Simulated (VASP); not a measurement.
# Ga3BSb2 (R-3m) in VASP: single point with r2SCAN

Aim: the single point of Ga3BSb2 with r2SCAN.

All numbers are computed with VASP 6.6.1; they aren't measurements. Logs are shortened: lines on timing, memory, paths and dates and some standing lists are left out, and cuts for length are marked.

## 1. Starting point

The structure is trigonal, space group R-3m (No. 166). The conventional cell has a = 4.440 Å, b = 4.440 Å, c = 22.618 Å, α = 90.00°, β = 90.00°, γ = 120.00°. Ga (site symmetry 3m) is surrounded by 3 B at 2.64 Å and 3 Ga at 2.85 Å. Ga (site symmetry -3m) is surrounded by 6 Sb at 2.95 Å. B (site symmetry -3m) is surrounded by 2 Sb at 2.31 Å and 6 Ga at 2.64 Å. Sb (site symmetry 3m) is surrounded by 1 B at 2.31 Å.

The cell was built by a generator and needn't be a form met in nature.

## 2. Single point, r2SCAN

Input file INCAR:

```
  ALGO = Normal
  EDIFF = 1E-6
  ENCUT = 520
  ISIF = 2
  ISMEAR = 0
  KPAR = 4
  LASPH = True
  LCHARG = False
  LMIXTAU = True
  LREAL = False
  LWAVE = False
  METAGGA = R2SCAN
  NBANDS = 35
  NELM = 150
  PREC = Accurate
  SIGMA = 0.1
```

Input file KPOINTS:

```
k-points
0
Gamma
  8 8 8
```

Input file POSCAR:

```
Ga3BSb2
1.0
    2.2200210000      1.2817290000      7.5394700000
   -2.2200210000      1.2817290000      7.5394700000
    0.0000000000     -2.5634590000      7.5394700000
Ga B Sb
3 1 2
Direct
    0.6943520000      0.6943520000      0.6943520000
    0.3056480000      0.3056480000      0.3056480000
    0.5000000000      0.5000000000      0.5000000000
    0.0000000000      0.0000000000      0.0000000000
    0.8980150000      0.8980150000      0.8980150000
    0.1019850000      0.1019850000      0.1019850000
```

Potentials or basis: VASP PAW PBE potentials, release 64 (Ga_d, B, Sb).

Launch:

```
> cat potpaw_PBE.64/Ga_d/POTCAR potpaw_PBE.64/B/POTCAR potpaw_PBE.64/Sb/POTCAR > POTCAR
> mpirun -np 4 vasp_std > vasp.out
```

OUTCAR:

```text
EDIFF = 1E-6
   ENCUT = 520
   ISIF = 2
   ISMEAR = 0
   LASPH = True
   LREAL = False
   METAGGA = R2SCAN
   NELM = 150
   PREC = Accurate

 ion  position               nearest neighbor table
   1  0.694  0.694  0.694-   2 2.85   2 2.85   2 2.85   6 3.07   6 3.07   6 3.07
   2  0.306  0.306  0.306-   1 2.85   1 2.85   1 2.85   5 3.07   5 3.07   5 3.07
   3  0.500  0.500  0.500-   6 2.95   5 2.95   6 2.95   6 2.95   5 2.95   5 2.95
   4  0.000  0.000  0.000-   5 2.31   6 2.31
   5  0.898  0.898  0.898-   4 2.31   3 2.95   3 2.95   3 2.95   2 3.07   2 3.07   2 3.07
   6  0.102  0.102  0.102-   4 2.31   3 2.95   3 2.95   3 2.95   1 3.07   1 3.07   1 3.07

  LATTYP: Found a trigonal (rhomboedric) cell.
 ALAT       =     7.9633491918
 COS(alpha) =     0.8445636315

  Lattice vectors:

 A1 = (   2.2200210000,   1.2817290000,   7.5394700000)
 A2 = (  -2.2200210000,   1.2817290000,   7.5394700000)
 A3 = (   0.0000000000,  -2.5634590000,   7.5394700000)

Analysis of symmetry for initial positions (statically):
=====================================================================
 Subroutine PRICEL returns:
 Original cell was already a primitive cell.

 Routine SETGRP: Setting up the symmetry group for a
 trigonal (rhombohedral) supercell.

 Subroutine GETGRP returns: Found 12 space group operations
 (whereof 12 operations were pure point group operations)
 out of a pool of 12 trial point group operations.

The static configuration has the point symmetry D_3d.

Analysis of symmetry for dynamics (positions and initial velocities):
=====================================================================
 Subroutine PRICEL returns:
 Original cell was already a primitive cell.

 Routine SETGRP: Setting up the symmetry group for a
 trigonal (rhombohedral) supercell.

 Subroutine GETGRP returns: Found 12 space group operations
 (whereof 12 operations were pure point group operations)
 out of a pool of 12 trial point group operations.

The dynamic configuration has the point symmetry D_3d.

 Subroutine INISYM returns: Found 12 space group operations
 (whereof 12 operations are pure point group operations),
 and found     1 'primitive' translations

----------------------------------------------------------------------------------------

                                     Primitive cell

  volume of cell :     128.7198

  direct lattice vectors                    reciprocal lattice vectors
     2.220021000  1.281729000  7.539470000     0.225223095  0.130032654  0.044211778
    -2.220021000  1.281729000  7.539470000    -0.225223095  0.130032654  0.044211778
     0.000000000 -2.563459000  7.539470000     0.000000000 -0.260065308  0.044211761

  length of vectors
     7.963349192  7.963349192  7.963349165     0.263796541  0.263796541  0.263796596

  position of ions in fractional coordinates (direct lattice)
     0.694352000  0.694352000  0.694352000
     0.305648000  0.305648000  0.305648000
     0.500000000  0.500000000  0.500000000
     0.000000000  0.000000000  0.000000000
     0.898015000  0.898015000  0.898015000
     0.101985000  0.101985000  0.101985000

  ion indices of the primitive-cell ions
   primitive index   ion index
                 1           1
                 2           2
                 3           3
                 4           4
                 5           5
                 6           6

----------------------------------------------------------------------------------------

 KPOINTS: k-points

Automatic generation of k-mesh.
 Grid dimensions read from file:
 generate k-points for:    8    8    8

 Generating k-lattice:

  Cartesian coordinates                     Fractional coordinates (reciprocal lattice)
     0.028152887  0.016254082  0.005526472     0.125000000  0.000000000 -0.000000000
    -0.028152887  0.016254082  0.005526472     0.000000000  0.125000000 -0.000000000
     0.000000000 -0.032508163  0.005526470    -0.000000000 -0.000000000  0.125000000

  Length of vectors
     0.032974568  0.032974568  0.032974574

  Shift w.r.t. Gamma in fractional coordinates (k-lattice)
     0.000000000  0.000000000  0.000000000

 Subroutine IBZKPT returns following result:
 ===========================================

 Found     65 irreducible k-points:

 Following reciprocal coordinates:
            Coordinates               Weight
  0.000000  0.000000  0.000000      1.000000
  0.125000  0.000000 -0.000000      6.000000
  0.250000  0.000000 -0.000000      6.000000
  0.375000  0.000000 -0.000000      6.000000
  0.500000  0.000000 -0.000000      3.000000
  0.125000  0.125000 -0.000000      6.000000
[... 16 lines left out ...]
  0.250000  0.125000  0.125000      6.000000
  0.375000  0.125000  0.125000      6.000000
 [... further k-points ...]
   k-points           NKPTS =     65   k-points in BZ     NKDIM =     65   number of bands    NBANDS=     35
   number of dos      NEDOS =    301   number of ions     NIONS =      6
   total plane-waves  NPLWV = 216000
   dimension x,y,z NGX =    60 NGY =   60 NGZ =   60
   dimension x,y,z NGXF=   120 NGYF=  120 NGZF=  120
   ions per type =               3   1   2
   NGX,Y,Z   is equivalent  to a cutoff of  12.53, 12.53, 12.53 a.u.
   NGXF,Y,Z  is equivalent  to a cutoff of  25.05, 25.05, 25.05 a.u.
 SYSTEM =  unknown system
   PREC   = accura    normal or accurate (medium, high low for compatibility)
   ISTART =      0    job   : 0-new  1-cont  2-samecut
   ICHARG =      2    charge: 1-file 2-atom 10-const
   ISPIN  =      1    spin polarized calculation?
   LNONCOLLINEAR =      F non collinear calculations
   LSORBIT =      F    spin-orbit coupling
   LASPH  =      T    aspherical Exc in radial PAW
   ENCUT  =  520.0 eV  38.22 Ry    6.18 a.u.  14.81 14.81 14.81*2*pi/ulx,y,z
   NELM   =    150;   NELMIN=  2; NELMDL= -5     # of ELM steps
   EDIFF  = 0.1E-05   stopping-criterion for ELM
   LREAL  =      F    real-space projection
   EDIFFG = 0.1E-04   stopping-criterion for IOM
   NSW    =      0    number of steps for IOM
   IBRION =     -1    ionic relax: 0-MD 1-quasi-New 2-CG
   NFREE  =      0    steps in history (QN), initial steepest desc. (CG)
   ISIF   =      2    stress and relaxation
   ISYM   =      2    0-nonsym 1-usesym 2-fastsym
   POTIM  = 0.5000    time-step for ionic-motion
   TEBEG  =    0.0;   TEEND  =   0.0 temperature during run
   PSTRESS=    0.0 pullay stress
   NELECT =      52.0000    total number of electrons
   NUPDOWN=      -1.0000    fix difference up-down
   EMIN   =  10.00;   EMAX   =-10.00  energy-range for DOS
   EFERMI =   0.00;   METHOD = LEGACY
   ISMEAR =     0;   SIGMA  =   0.10  broadening in eV -4-tet -1-fermi 0-gaus
   EFERMI_NEDOS =   21; number of points for ismear=-14 and -15
   IALGO  =     38    algorithm
   IMIX   =      4    mixing-type and parameters
     AMIX     =   0.40;   BMIX     =  1.00
     AMIX_MAG =   1.60;   BMIX_MAG =  1.00
  volume/ion in A,a.u.               =      21.45       144.77
  Fermi-wavevector in a.u.,A,eV,Ry     =   1.210210  2.286966 19.927210  1.464609
  Thomas-Fermi vector in A             =   2.345764
   LORBIT       =      0    0 simple, 1 ext, 2 COOP (PROOUT), +10 PAW based schemes
   METAGGA = R2SCAN    functional components
   LHFCALC =     F    Hartree Fock is set to
   AEXX    =    0.0000 exact exchange contribution
   IVDW    =     0    specifies the selected vdW correction
   LEPSILON=     F    determine dielectric tensor
   LRPA    =     F    only Hartree local field effects (RPA)
 non-spin polarized calculation
 Gauss-broadening in eV      SIGMA  =   0.10
  energy-cutoff  :      520.00
  volume of cell :      128.72
 maximum number of plane-waves:      3490
   NGX = 29   NGY = 29   NGZ = 29

 number of electron      52.0000009 magnetization

 Free energy of the ion-electron system (eV)
  ---------------------------------------------------
  ext. energy  EPLUGINS =         0.00000000
  ---------------------------------------------------
  free energy    TOTEN  =       -90.24573438 eV

  energy without entropy =      -90.23643548  energy(sigma->0) =      -90.24108493

 E-fermi :   6.0567     XC(G=0): -10.9420

 val. band max:        6.0023094019   @ k =   0.5000   0.5000   0.2500
 cond. band min:       6.0607682392   @ k =  -0.2500  -0.2500   0.1250
 fundamental gap:      0.0584588372
 Fermi energy:         6.0566895111

 k-point     1 :       0.0000    0.0000    0.0000
  band No.  band energies     occupation
      1      -9.6105      2.00000
      2      -9.6105      2.00000
      3      -9.5603      2.00000
      4      -9.5603      2.00000
      5      -9.5226      2.00000
      6      -9.4860      2.00000
[... 27 lines left out ...]
     34       9.7903      0.00000
     35      10.5956      0.00000

 k-point     2 :       0.1250    0.0000   -0.0000
  band No.  band energies     occupation
      1      -9.6111      2.00000
      2      -9.6099      2.00000
      3      -9.5631      2.00000
      4      -9.5522      2.00000
      5      -9.5166      2.00000
      6      -9.4831      2.00000
[... 27 lines left out ...]
     34       9.9942      0.00000
     35      10.5950      0.00000

 k-point     3 :       0.2500    0.0000   -0.0000
  band No.  band energies     occupation
      1      -9.6080      2.00000
      2      -9.6072      2.00000
      3      -9.5683      2.00000
      4      -9.5319      2.00000
      5      -9.5038      2.00000
      6      -9.4849      2.00000
[... 27 lines left out ...]
     34      10.6827      0.00000
     35      11.0219      0.00000
[... 723 lines left out ...]
 k-point    23 :       0.2500    0.1250    0.1250
  band No.  band energies     occupation
      1      -9.6112      2.00000
      2      -9.6098      2.00000
      3      -9.5632      2.00000
      4      -9.5522      2.00000
      5      -9.5166      2.00000
      6      -9.4831      2.00000
[... 27 lines left out ...]
     34       9.9241      0.00000
     35      10.3682      0.00000

 k-point    24 :       0.3750    0.1250    0.1250
  band No.  band energies     occupation
      1      -9.6084      2.00000
      2      -9.6072      2.00000
      3      -9.5683      2.00000
      4      -9.5318      2.00000
      5      -9.5037      2.00000
      6      -9.4849      2.00000
[... 27 lines left out ...]
     34      10.5495      0.00000
     35      11.3234      0.00000

 [... further k-points ...]

------------------------ aborting loop because EDIFF is reached ----------------------------------------

  FORCE on cell =-STRESS in cart. coord.  units (eV):
  Direction    XX          YY          ZZ          XY          YZ          ZX
  --------------------------------------------------------------------------------------
  -------------------------------------------------------------------------------------
  Total       -1.6183002     -1.6182992     -1.0248098      0.0000000      0.0000000      0.0000000
  in kB      -20.1430016    -20.1429894    -12.7558199      0.0000000      0.0000006      0.0000000
  external PRESSURE =     -17.6806036 kB  Pullay stress =       0.0000000 kB

 VOLUME and BASIS-vectors are now :
 -----------------------------------------------------------------------------
  energy-cutoff  :      520.00
  volume of cell :      128.72
      direct lattice vectors                 reciprocal lattice vectors
     2.220021000  1.281729000  7.539470000     0.225223095  0.130032654  0.044211778
    -2.220021000  1.281729000  7.539470000    -0.225223095  0.130032654  0.044211778
     0.000000000 -2.563459000  7.539470000     0.000000000 -0.260065308  0.044211761

 POSITION                                       TOTAL-FORCE (eV/Angst)
 -----------------------------------------------------------------------------------
      0.00000     -0.00000     15.70514         0.000000     -0.000000      0.005369
      0.00000     -0.00000      6.91327         0.000000      0.000000     -0.005369
      0.00000     -0.00000     11.30920         0.000000      0.000000     -0.000000
      0.00000      0.00000      0.00000         0.000000      0.000000     -0.000000
      0.00000     -0.00000     20.31167         0.000000     -0.000000      0.093511
      0.00000     -0.00000      2.30674         0.000000      0.000000     -0.093511
 -----------------------------------------------------------------------------------
    total drift:                               -0.000000      0.000000      0.000000

  FREE ENERGIE OF THE ION-ELECTRON SYSTEM (eV)
  ---------------------------------------------------
  free  energy   TOTEN  =       -90.2457343770 eV

  energy  without entropy=      -90.2364354758  energy(sigma->0) =      -90.24108493
```

Wall time 19 min (4 MPI ranks of Intel Xeon Platinum 8488C (Sapphire Rapids), shared host); peak memory 0.74 GiB.

What came out:

```
Free energy            : -90.2457 eV
Pressure               : -1.8 GPa
Largest force          : 0.094 eV/Å
Band gap on the k mesh : none (metal or under the smearing width)
```

Forces in eV/Å, atoms in the order of the input:
```
Ga   0.000  0.000  0.005
Ga   0.000  0.000 -0.005
Ga   0.000  0.000  0.000
B    0.000  0.000  0.000
Sb   0.000  0.000  0.094
Sb   0.000  0.000 -0.094
```

Stress tensor (GPa, compression positive):
```
-2.01  0.00  0.00
 0.00 -2.01  0.00
 0.00  0.00 -1.28
```

Caveat: the PAW data sets were made with another functional, which shifts forces and pressure a little.
